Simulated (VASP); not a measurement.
# ZrC: structure and properties in VASP, part 3 of 4

Wanted: the relaxed cell of ZrC and its properties. The start is a cell from a database of measured crystal structures.

VASP 6.6.1; AM05; plane waves and PAW (Zr_sv, C).

So far. Step 5 (Bands along the symmetry lines (AM05)): There is no gap at this level. Step 5 (Bands along the symmetry lines (AM05)): Of the bands kept, 4 cross the Fermi level on this path.

### Step 6. Density of states (AM05)

Here the states are counted by energy and projected on the atoms. The mesh is finer than in the run before.

INCAR

```
SYSTEM = ZrC
PREC = Accurate
ENCUT = 520
EDIFF = 1E-06
NELM = 100
ISMEAR = -5
SIGMA = 0.05
LREAL = .FALSE.
ALGO = Normal
GGA = AM
NBANDS = 20
LASPH = .TRUE.
LORBIT = 11
LWAVE = .FALSE.
LCHARG = .FALSE.
KPAR = 2
NEDOS = 2001
```

POSCAR

```
ZrC
1.0
    0.0000000000      2.3332811017      2.3332811017
    2.3332811017      0.0000000000      2.3332811017
    2.3332811017      2.3332811017      0.0000000000
Zr C
1 1
Direct
    0.5000000000      0.5000000000      0.5000000000
    0.0000000000      0.0000000000      0.0000000000
```

KPOINTS

```
Automatic mesh
0
Gamma
12 12 12
0 0 0
```

Potentials, in the order of the species: Zr_sv and C (PBE family, release 64).

Run with:

```bash
$ mpirun -np 2 vasp_std
```

The log of the run:

```text
[... set-up lines as in an earlier step ...]
 entering main loop
       N       E                     dE             d eps       ncg     rms          rms(c)
DAV:   1     0.105672746614E+03    0.10567E+03   -0.82424E+03  2888   0.820E+02
DAV:   2    -0.172498045503E+02   -0.12292E+03   -0.11508E+03  3344   0.241E+02
DAV:   3    -0.229753134306E+02   -0.57255E+01   -0.55975E+01  4428   0.435E+01
DAV:   4    -0.231968477250E+02   -0.22153E+00   -0.22131E+00  3492   0.584E+00
DAV:   5    -0.231980037334E+02   -0.11560E-02   -0.11560E-02  3616   0.439E-01    0.217E+01
DAV:   6    -0.202225403509E+02    0.29755E+01   -0.26795E+00  3472   0.161E+01    0.812E+00
DAV:   7    -0.201185453731E+02    0.10399E+00   -0.34334E-01  3436   0.407E+00    0.660E+00
DAV:   8    -0.201091398385E+02    0.94055E-02   -0.15574E-01  3548   0.275E+00    0.357E+00
DAV:   9    -0.200950064464E+02    0.14133E-01   -0.15634E-02  3180   0.877E-01    0.691E-01
DAV:  10    -0.200944873805E+02    0.51907E-03   -0.16297E-03  3460   0.294E-01    0.258E-01
DAV:  11    -0.200944331941E+02    0.54186E-04   -0.14534E-04  3772   0.813E-02    0.182E-02
DAV:  12    -0.200944330744E+02    0.11972E-06   -0.39567E-06  3360   0.151E-02
   1 F= -.20094433E+02 E0= -.20094433E+02  d E =0.000000E+00
 -----------------------------------------------------------------------------
|                                                                             |
|           W    W    AA    RRRRR   N    N  II  N    N   GGGG   !!!           |
|           W    W   A  A   R    R  NN   N  II  NN   N  G    G  !!!           |
|           W    W  A    A  R    R  N N  N  II  N N  N  G       !!!           |
|           W WW W  AAAAAA  RRRRR   N  N N  II  N  N N  G  GGG   !            |
|           WW  WW  A    A  R   R   N   NN  II  N   NN  G    G                |
|           W    W  A    A  R    R  N    N  II  N    N   GGGG   !!!           |
|                                                                             |
|     Tetrahedron method does not include variations of the Fermi             |
|     occupations, so forces and stress will be inaccurate. We suggest        |
|     using a different smearing scheme ISMEAR = 1 or 2 for metals in         |
|     relaxations.                                                            |
|                                                                             |
 -----------------------------------------------------------------------------
```

Elapsed: 11 s, on 2 MPI ranks of Intel Xeon 6975P-C (Granite Rapids), shared host; peak memory 0.33 GiB.

From OUTCAR (step 6):

```text
   k-points           NKPTS =     72   k-points in BZ     NKDIM =     72   number of bands    NBANDS=     20

   NELECT =      16.0000    total number of electrons

 E-fermi :   9.7914

 k-point     1 :       0.0000    0.0000    0.0000
  band No.  band energies     occupation
      1     -38.1121      2.00000
      2     -15.8581      2.00000
      3     -15.8581      2.00000
      4     -15.8581      2.00000
      5      -1.5863      2.00000
      6      10.7166     -0.51537
      7      10.7166      0.00000
      8      10.7166      0.00000
      9      10.8208      0.00000
     10      10.8208      0.00000
    ...

  Total       -0.0106159     -0.0106159     -0.0106159      0.0000000      0.0000000     -0.0000000
  in kB       -0.6694782     -0.6694782     -0.6694782      0.0000000      0.0000000     -0.0000000
  external PRESSURE =      -0.6694782 kB  Pullay stress =       0.0000000 kB

 POSITION                                       TOTAL-FORCE (eV/Angst)
 -----------------------------------------------------------------------------------
      2.33328      2.33328      2.33328         0.000000      0.000000     -0.000000
      0.00000      0.00000      0.00000        -0.000000     -0.000000      0.000000
 -----------------------------------------------------------------------------------
    total drift:                                0.000000      0.000000      0.000000

  FREE ENERGIE OF THE ION-ELECTRON SYSTEM (eV)
  ---------------------------------------------------
  free  energy   TOTEN  =       -20.0944330744 eV

  energy  without entropy=      -20.0944330744  energy(sigma->0) =      -20.09443307

[... 6 parts as in an earlier step ...]

[... 10 further parts left out ...]
```

With tetrahedra the forces and stress of a metal are not exact derivatives of the energy.

This step gave:

| Property | Result |
| --- | --- |
| irreducible k-points | 72 |
| Fermi energy | 9.791 eV |
| pressure | -0.06695 GPa |
| DOS at the Fermi level | 0.2114 states/eV/cell |

The density of states has structure finer than the step of the table below, so its rows give means over 0.5 eV, whole bins alone (the curve runs from -12.0 to 2.8 eV). Peaks (eV: height): total -9.42: 1.67, -2.40: 5.37; Zr d -9.42: 0.165, -2.40: 1.29; C p -2.40: 1.25; Zr p -9.01: 0.0817, -2.40: 0.320; Zr s -9.83: 0.0469, -4.22: 0.078.

States under -12.0 eV and over 2.8 eV are left out. Density of states against energy, zero at the Fermi level; means over each step; values in states/eV/cell:

```csv
energy (eV),total,Zr d,C p,Zr p,Zr s,C s
-11.5,0.00462,0,0,2.1e-5,6.3e-4,0.00161
-11.0,0.0889,8.7e-5,1.9e-4,0.00147,0.0112,0.0313
-10.5,0.184,0.00115,7.1e-4,0.00565,0.0199,0.0670
-10.0,0.742,0.0627,0.00185,0.0211,0.0360,0.298
-9.5,1.42,0.134,0.00391,0.0547,0.0366,0.597
-9.0,1.23,0.0914,0.00355,0.0673,0.0195,0.537
-8.5,0.328,0.0127,0.00109,0.0241,0.00351,0.148
-8.0,0.00757,9.8e-5,1.4e-5,6.3e-4,5.6e-5,0.00349
-7.5,0,0,0,0,0,0
-7.0,0,0,0,0,0,0
-6.5,0,0,0,0,0,0
-6.0,0,0,0,0,0,0
-5.5,0.0195,0.00341,0.00350,1.1e-4,0.00223,1.6e-4
-5.0,0.238,0.0425,0.0438,0.00259,0.0247,0.00266
-4.5,0.593,0.111,0.117,0.00953,0.0530,0.00690
-4.0,0.972,0.187,0.206,0.0216,0.0732,0.0112
-3.5,0.996,0.192,0.226,0.0318,0.0582,0.0106
-3.0,1.11,0.290,0.273,0.0327,0.0260,0.00739
-2.5,3.76,0.985,0.916,0.176,0.00969,0.0125
-2.0,2.22,0.670,0.530,0.0685,0.00639,0.00643
-1.5,1.01,0.293,0.268,0.0246,0.00374,0.00363
-1.0,0.641,0.164,0.188,0.0174,0.00207,0.00203
-0.5,0.370,0.0792,0.119,0.0120,8.3e-4,7.9e-4
0.0,0.241,0.0538,0.0737,0.00786,5.7e-4,4.9e-4
0.5,0.366,0.115,0.0864,0.00878,0.00195,0.00138
1.0,0.510,0.221,0.0837,0.00643,0.00321,0.00230
1.5,0.617,0.300,0.0847,0.00482,0.00450,0.00331
2.0,0.685,0.355,0.0866,0.00355,0.00527,0.00417
2.5,0.812,0.444,0.0965,0.00314,0.00623,0.00557
```

The finer mesh and the other smearing move the Fermi level by +0.10 eV from the 8×8×8 run, one measure of the sampling error in the zero of the bands above. Of the states within 0.3 eV of the Fermi level, the largest shares in the PAW spheres are C p 31 % and Zr d 22 %. The rest lies in smaller channels or between the spheres.

### Step 7. Volume scan with AM05

An equation of state needs energies on both sides of the minimum, all on one mesh and cutoff.

INCAR

```
SYSTEM = ZrC
PREC = Accurate
ENCUT = 520
EDIFF = 1E-06
NELM = 100
ISMEAR = 0
SIGMA = 0.05
LREAL = .FALSE.
ALGO = Normal
GGA = AM
NBANDS = 14
LASPH = .TRUE.
LORBIT = 11
LWAVE = .FALSE.
LCHARG = .FALSE.
KPAR = 2
ISIF = 2
```

POSCAR

```
ZrC
1.0
    0.0000000000      2.2856497550      2.2856497550
    2.2856497550      0.0000000000      2.2856497550
    2.2856497550      2.2856497550      0.0000000000
Zr C
1 1
Direct
    0.5000000000      0.5000000000      0.5000000000
    0.0000000000      0.0000000000      0.0000000000
```

KPOINTS

```
Automatic mesh
0
Gamma
8 8 8
0 0 0
```

Run with:

```bash
$ mpirun -np 2 vasp_std
```

The log of the run:

```text
[... set-up lines as in an earlier step ...]
 entering main loop
       N       E                     dE             d eps       ncg     rms          rms(c)
DAV:   1     0.987256165910E+02    0.98726E+02   -0.89742E+03   812   0.118E+03
DAV:   2    -0.169040859140E+02   -0.11563E+03   -0.10795E+03  1016   0.298E+02
DAV:   3    -0.229680173088E+02   -0.60639E+01   -0.60164E+01  1328   0.590E+01
DAV:   4    -0.230404791329E+02   -0.72462E-01   -0.72457E-01   966   0.580E+00
DAV:   5    -0.230427384920E+02   -0.22594E-02   -0.22593E-02  1126   0.592E-01    0.247E+01
DAV:   6    -0.201024482974E+02    0.29403E+01   -0.62947E+00   946   0.230E+01    0.952E+00
DAV:   7    -0.200331586014E+02    0.69290E-01   -0.37143E-01   954   0.529E+00    0.754E+00
DAV:   8    -0.200317508525E+02    0.14077E-02   -0.18052E-01   950   0.350E+00    0.379E+00
DAV:   9    -0.200173851714E+02    0.14366E-01   -0.37397E-02   914   0.140E+00    0.288E-01
DAV:  10    -0.200179543096E+02   -0.56914E-03   -0.27044E-03  1074   0.530E-01    0.628E-01
DAV:  11    -0.200175877131E+02    0.36660E-03   -0.10475E-03   926   0.274E-01    0.469E-02
DAV:  12    -0.200175864908E+02    0.12223E-05   -0.20287E-05  1040   0.332E-02    0.635E-03
DAV:  13    -0.200175865248E+02   -0.33978E-07   -0.46640E-07   610   0.665E-03
   1 F= -.20017587E+02 E0= -.20017065E+02  d E =-.104382E-02
```

Elapsed: 3.6 s, on 2 MPI ranks; peak memory 0.25 GiB.

Parts of OUTCAR (step 7):

```text
   ENCUT  =  520.0 eV  38.22 Ry    6.18 a.u.   6.01  6.01  6.01*2*pi/ulx,y,z

   NELECT =      16.0000    total number of electrons

 E-fermi :  10.4245

 k-point     1 :       0.0000    0.0000    0.0000
  band No.  band energies     occupation
      1     -37.1429      2.00000
      2     -14.8358      2.00000
      3     -14.8358      2.00000
      4     -14.8358      2.00000
      5      -1.0548      2.00000
      6      11.4686      0.00000
      7      11.4686      0.00000
      8      11.4686      0.00000
      9      11.5686      0.00000
     10      11.5686      0.00000
    ...

  Total        2.4449299      2.4449299      2.4449299     -0.0000000      0.0000000      0.0000000
  in kB      164.0279877    164.0279877    164.0279877     -0.0000000      0.0000000      0.0000000
  external PRESSURE =     164.0279877 kB  Pullay stress =       0.0000000 kB

 POSITION                                       TOTAL-FORCE (eV/Angst)
 -----------------------------------------------------------------------------------
      2.28565      2.28565      2.28565         0.000000      0.000000      0.000000
      0.00000      0.00000      0.00000        -0.000000     -0.000000     -0.000000
 -----------------------------------------------------------------------------------
    total drift:                                0.000000     -0.000000      0.000000

  FREE ENERGIE OF THE ION-ELECTRON SYSTEM (eV)
  ---------------------------------------------------
  free  energy   TOTEN  =       -20.0175865248 eV

  energy  without entropy=      -20.0165427030  energy(sigma->0) =      -20.01706461

[... 3 parts as in an earlier step ...]

[... 13 further parts left out ...]
```

The scan keeps the cell's shape and the fractional positions fixed.

This step gave:

```
SCF cycles              : 13
bands                   : 14
irreducible k-points    : 29
free energy (TOTEN)     : -20.02 eV
energy at zero smearing : -20.02 eV
Fermi energy            : 10.42 eV
pressure                : 16.40 GPa
```

The pressure here is 16.40 GPa.

### Step 8. Volume scan with AM05 (run 2)

INCAR is that of step 7.

POSCAR

```
ZrC
1.0
    0.0000000000      2.3017464103      2.3017464103
    2.3017464103      0.0000000000      2.3017464103
    2.3017464103      2.3017464103      0.0000000000
Zr C
1 1
Direct
    0.5000000000      0.5000000000      0.5000000000
    0.0000000000      0.0000000000      0.0000000000
```

KPOINTS is that of step 7.

Run with:

```bash
$ mpirun -np 2 vasp_std
```

The log of the run:

```text
[... set-up lines as in an earlier step ...]
 entering main loop
       N       E                     dE             d eps       ncg     rms          rms(c)
DAV:   1     0.104158639121E+03    0.10416E+03   -0.87242E+03   812   0.117E+03
DAV:   2    -0.166655882408E+02   -0.12082E+03   -0.11278E+03  1016   0.302E+02
DAV:   3    -0.229824296280E+02   -0.63168E+01   -0.62681E+01  1320   0.607E+01
DAV:   4    -0.231092408339E+02   -0.12681E+00   -0.12677E+00   980   0.634E+00
DAV:   5    -0.231115644673E+02   -0.23236E-02   -0.23236E-02  1126   0.648E-01    0.236E+01
DAV:   6    -0.201569744065E+02    0.29546E+01   -0.64180E+00   946   0.229E+01    0.900E+00
DAV:   7    -0.200779402065E+02    0.79034E-01   -0.38441E-01   936   0.536E+00    0.720E+00
DAV:   8    -0.200752832965E+02    0.26569E-02   -0.19482E-01   974   0.362E+00    0.373E+00
DAV:   9    -0.200600250204E+02    0.15258E-01   -0.41734E-02   914   0.148E+00    0.352E-01
DAV:  10    -0.200605962956E+02   -0.57128E-03   -0.26285E-03  1094   0.505E-01    0.567E-01
DAV:  11    -0.200602536932E+02    0.34260E-03   -0.10053E-03   920   0.262E-01    0.491E-02
DAV:  12    -0.200602524034E+02    0.12897E-05   -0.20149E-05  1038   0.329E-02    0.657E-03
DAV:  13    -0.200602524780E+02   -0.74542E-07   -0.46318E-07   666   0.657E-03
   1 F= -.20060252E+02 E0= -.20059741E+02  d E =-.102342E-02
```

Wall time 3.6 s (2 MPI ranks); peak memory 0.26 GiB.

From OUTCAR (step 8):

```text
   ENCUT  =  520.0 eV  38.22 Ry    6.18 a.u.   6.05  6.05  6.05*2*pi/ulx,y,z

   NELECT =      16.0000    total number of electrons

 E-fermi :  10.1668

 k-point     1 :       0.0000    0.0000    0.0000
  band No.  band energies     occupation
      1     -37.4750      2.00000
      2     -15.1878      2.00000
      3     -15.1878      2.00000
      4     -15.1878      2.00000
      5      -1.2408      2.00000
      6      11.2096      0.00000
      7      11.2096      0.00000
      8      11.2096      0.00000
      9      11.3115      0.00000
     10      11.3115      0.00000
    ...

  Total        1.5788142      1.5788142      1.5788142     -0.0000000     -0.0000000      0.0000000
  in kB      103.7144280    103.7144280    103.7144280     -0.0000000     -0.0000000      0.0000000
  external PRESSURE =     103.7144280 kB  Pullay stress =       0.0000000 kB

 POSITION                                       TOTAL-FORCE (eV/Angst)
 -----------------------------------------------------------------------------------
      2.30175      2.30175      2.30175         0.000000      0.000000      0.000000
      0.00000      0.00000      0.00000        -0.000000     -0.000000     -0.000000
 -----------------------------------------------------------------------------------
    total drift:                                0.000000     -0.000000      0.000000

  FREE ENERGIE OF THE ION-ELECTRON SYSTEM (eV)
  ---------------------------------------------------
  free  energy   TOTEN  =       -20.0602524780 eV

  energy  without entropy=      -20.0592290532  energy(sigma->0) =      -20.05974077

[... 4 parts as in an earlier step ...]

[... 12 further parts left out ...]
```

Numbers from this step:

```yaml
free_energy_toten: -20.06 eV
energy_at_zero_smearing: -20.06 eV
fermi_energy: 10.17 eV
pressure: 10.37 GPa
```

The pressure falls from 16.40 to 10.37 GPa.

The run ends at a pressure of 10.37 GPa.

### Step 9. Volume scan with AM05 (run 3)

INCAR is that of step 8.

POSCAR

```
ZrC
1.0
    0.0000000000      2.3176210251      2.3176210251
    2.3176210251      0.0000000000      2.3176210251
    2.3176210251      2.3176210251      0.0000000000
Zr C
1 1
Direct
    0.5000000000      0.5000000000      0.5000000000
    0.0000000000      0.0000000000      0.0000000000
```

KPOINTS is that of step 8.

Run with:

```bash
$ mpirun -np 2 vasp_std
```

The log of the run:

```text
[... set-up lines as in an earlier step ...]
 entering main loop
       N       E                     dE             d eps       ncg     rms          rms(c)
DAV:   1     0.102463966685E+03    0.10246E+03   -0.86875E+03   812   0.116E+03
DAV:   2    -0.166867062342E+02   -0.11915E+03   -0.11156E+03  1046   0.306E+02
DAV:   3    -0.230078646279E+02   -0.63212E+01   -0.62742E+01  1328   0.606E+01
DAV:   4    -0.231598347913E+02   -0.15197E+00   -0.15194E+00  1004   0.635E+00
[...]
DAV:  11    -0.200846975303E+02    0.30060E-03   -0.91342E-04   932   0.244E-01    0.474E-02
DAV:  12    -0.200846957543E+02    0.17760E-05   -0.18791E-05  1000   0.311E-02    0.637E-03
DAV:  13    -0.200846957847E+02   -0.30378E-07   -0.48262E-07   678   0.634E-03
   1 F= -.20084696E+02 E0= -.20084245E+02  d E =-.900743E-03
```

It took 3.6 s on 2 MPI ranks; peak memory 0.26 GiB.

Parts of OUTCAR (step 9):

```text
  Total        0.7627189      0.7627189      0.7627189     -0.0000000     -0.0000000      0.0000000
  in kB       49.0815031     49.0815031     49.0815031     -0.0000000     -0.0000000      0.0000000
  external PRESSURE =      49.0815031 kB  Pullay stress =       0.0000000 kB

 POSITION                                       TOTAL-FORCE (eV/Angst)
 -----------------------------------------------------------------------------------
      2.31762      2.31762      2.31762        -0.000000      0.000000      0.000000
      0.00000      0.00000      0.00000         0.000000     -0.000000     -0.000000
 -----------------------------------------------------------------------------------
    total drift:                                0.000000     -0.000000      0.000000

  FREE ENERGIE OF THE ION-ELECTRON SYSTEM (eV)
  ---------------------------------------------------
  free  energy   TOTEN  =       -20.0846957847 eV

  energy  without entropy=      -20.0837950421  energy(sigma->0) =      -20.08424541

[... 1 part as in an earlier step ...]

[... 2 further parts left out ...]
[key lines of the parts left out:]
E-fermi :   9.9219
```

The pressure falls from 10.37 to 4.91 GPa.

The run ends at a pressure of 4.91 GPa.

### Step 10. Volume scan with AM05 (run 4)

INCAR is that of step 9.

POSCAR

```
ZrC
1.0
    0.0000000000      2.3332811017      2.3332811017
    2.3332811017      0.0000000000      2.3332811017
    2.3332811017      2.3332811017      0.0000000000
Zr C
1 1
Direct
    0.5000000000      0.5000000000      0.5000000000
    0.0000000000      0.0000000000      0.0000000000
```

KPOINTS is that of step 9.

Run with:

```bash
$ mpirun -np 2 vasp_std
```

The log of the run:

```text
[... set-up lines as in an earlier step ...]
 entering main loop
       N       E                     dE             d eps       ncg     rms          rms(c)
[... 13 cycles as in an earlier step ...]
   1 F= -.20092610E+02 E0= -.20092224E+02  d E =-.772170E-03
```

It took 5.4 s on 2 MPI ranks; peak memory 0.29 GiB.

OUTCAR, selected parts (step 10):

```text
[... 6 parts as in an earlier step ...]

[... 1 further part left out ...]
[key lines of the parts left out:]
E-fermi :   9.6888
```

The pressure falls from 4.91 to -0.05 GPa.

The run ends at a pressure of -0.05 GPa.

### Step 11. Volume scan with AM05 (run 5)

INCAR is that of step 10.

POSCAR

```
ZrC
1.0
    0.0000000000      2.3487337448      2.3487337448
    2.3487337448      0.0000000000      2.3487337448
    2.3487337448      2.3487337448      0.0000000000
Zr C
1 1
Direct
    0.5000000000      0.5000000000      0.5000000000
    0.0000000000      0.0000000000      0.0000000000
```

KPOINTS is that of step 10.

Run with:

```bash
$ mpirun -np 2 vasp_std
```

The log of the run:

```text
[... set-up lines as in an earlier step ...]
 entering main loop
       N       E                     dE             d eps       ncg     rms          rms(c)
DAV:   1     0.101258453420E+03    0.10126E+03   -0.85475E+03   812   0.114E+03
DAV:   2    -0.167150941799E+02   -0.11797E+03   -0.11062E+03  1010   0.305E+02
DAV:   3    -0.230623664081E+02   -0.63473E+01   -0.62866E+01  1342   0.592E+01
DAV:   4    -0.232134038268E+02   -0.15104E+00   -0.15097E+00   988   0.642E+00
[...]
DAV:  11    -0.200856301200E+02    0.27954E-03   -0.90567E-04   932   0.239E-01    0.501E-02
DAV:  12    -0.200856279540E+02    0.21659E-05   -0.18527E-05  1018   0.309E-02    0.766E-03
DAV:  13    -0.200856279871E+02   -0.33098E-07   -0.56216E-07   646   0.651E-03
   1 F= -.20085628E+02 E0= -.20085279E+02  d E =-.698036E-03
```

Run time: 5.2 s. Hardware: 2 MPI ranks; peak memory 0.29 GiB.

Parts of OUTCAR (step 11):

```text
  Total       -0.7330933     -0.7330933     -0.7330933     -0.0000000      0.0000000      0.0000000
  in kB      -45.3250720    -45.3250720    -45.3250720     -0.0000000      0.0000000      0.0000000
  external PRESSURE =     -45.3250720 kB  Pullay stress =       0.0000000 kB

 POSITION                                       TOTAL-FORCE (eV/Angst)
 -----------------------------------------------------------------------------------
      2.34873      2.34873      2.34873         0.000000      0.000000     -0.000000
      0.00000      0.00000      0.00000        -0.000000     -0.000000      0.000000
 -----------------------------------------------------------------------------------
    total drift:                                0.000000      0.000000      0.000000

  FREE ENERGIE OF THE ION-ELECTRON SYSTEM (eV)
  ---------------------------------------------------
  free  energy   TOTEN  =       -20.0856279871 eV

  energy  without entropy=      -20.0849299511  energy(sigma->0) =      -20.08527897

[... 1 part as in an earlier step ...]

[... 2 further parts left out ...]
[key lines of the parts left out:]
E-fermi :   9.4660
```

The pressure falls from -0.05 to -4.53 GPa.

The run ends at a pressure of -4.53 GPa.

[end of part 3 of 4]

[Lines on the potential files, build, host, timing and source positions are cut from VASP's logs without a mark.]

[Logs are printed without paths, hosts, clocks, repeated set-up lines and the standing remarks that a program may print on its own settings, such as how far it seeks lower states.]

[Hosts, paths, dates, database ids (printed as entryN), source tags and the programs' standing remarks are cut or masked in the printed files.]

[A measured line is paired with the nearest computed mode of its activity, which favours agreement.]
